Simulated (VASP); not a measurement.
Sc:

```xyz
2
Lattice="3.2912 0.0000 0.0000 -1.6456 2.8503 0.0000 0.0000 0.0000 5.3326" Properties=species:S:1:pos:R:3 pbc="T T T"
Sc    0.0000    1.9002    1.3331
Sc    1.6456    0.9501    3.9994
```

- Program: VASP 6.6.1
- Task: relaxation of cell and atoms
- Functional: r2SCAN
- Potentials or basis: VASP PAW PBE potentials, release 64 (Sc_sv)
- Cutoff: 600 eV
- k mesh: 15 × 15 × 8
- Occupations: gaussian, width 0.1 eV
- Spin: no spin polarisation

At the start: pressure 0.2 GPa; volume 25.01 Å³/atom.

Where does the relaxation end?

Over 5 steps the energy falls by 5.5 meV/atom; space group P6_3/mmc (No. 194, to 0.05 Å).

Step by step:
```
step  energy change (eV)  largest force (eV/Å)  pressure (GPa)  volume (Å³)
   1              0.0000                0.0000            0.17        50.02
   2             -0.0086                0.0000           -0.14        50.21
   3             -0.0106                0.0000           -0.34        50.34
   4             -0.0110                0.0000            0.12        49.90
   5             -0.0110                0.0000            0.01        50.01
```

Final structure:
```cif
data_structure
_symmetry_space_group_name_H-M 'P 1'
_symmetry_Int_Tables_number 1
_cell_length_a 3.3330
_cell_length_b 3.3330
_cell_length_c 5.1980
_cell_angle_alpha 90.000
_cell_angle_beta 90.000
_cell_angle_gamma 120.000
_cell_volume 50.01
loop_
_atom_site_label
_atom_site_type_symbol
_atom_site_fract_x
_atom_site_fract_y
_atom_site_fract_z
_atom_site_occupancy
Sc1 Sc 0.33333 0.66667 0.25000 1
Sc2 Sc 0.66667 0.33333 0.75000 1
```

Caveat: the PAW data sets were made with another functional, which shifts forces and pressure a little.
